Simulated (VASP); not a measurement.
Data:

```
MoSi2
1.0
    0.00000     2.91215     2.91215
    2.91215     0.00000     2.91215
    2.91215     2.91215     0.00000
Mo Si
1 2
Cartesian
  0.00000   0.00000   0.00000
  1.45608   1.45608   1.45608
  4.36823   4.36823   4.36823
```

Calculation: r2SCAN meta-GGA, VASP's PBE PAW potentials (set 64) (plane waves; VASP 6.6.1). Numerical set-up: 400 eV cut-off, 10×10×10 Γ-centred mesh, tetrahedra with Blöchl corrections, potentials Mo_sv Si.

### Question
Give the energies of bands 6 to 14 at the high-symmetry points, in eV from the Fermi level.

### Answer

```
band      Γ      X      U      L      W
----  -----  -----  -----  -----  -----
6     -4.91  -7.85  -8.42  -8.68  -8.37
7     -4.91  -6.71  -6.09  -4.14  -5.58
8     -4.91  -3.18  -3.88  -4.14  -5.41
9     -2.15  -3.18  -3.17  -1.65  -2.10
10    -1.19  -1.42  -2.07  -0.52  -2.10
11    -1.19  -1.42  -0.98  -0.52  -1.41
12     4.02  -0.73   0.27  -0.34  -0.06
13     4.02   0.20   0.70  -0.34   1.26
14     4.02   4.78   4.48   1.13   4.91
```

It has no gap at this level: it comes out as a metal or semimetal.

The structure was generated: Si2Mo was put into the fluorite type (Fm-3m), which need not be its known phase. It was relaxed first, which changed the volume by -12 %.
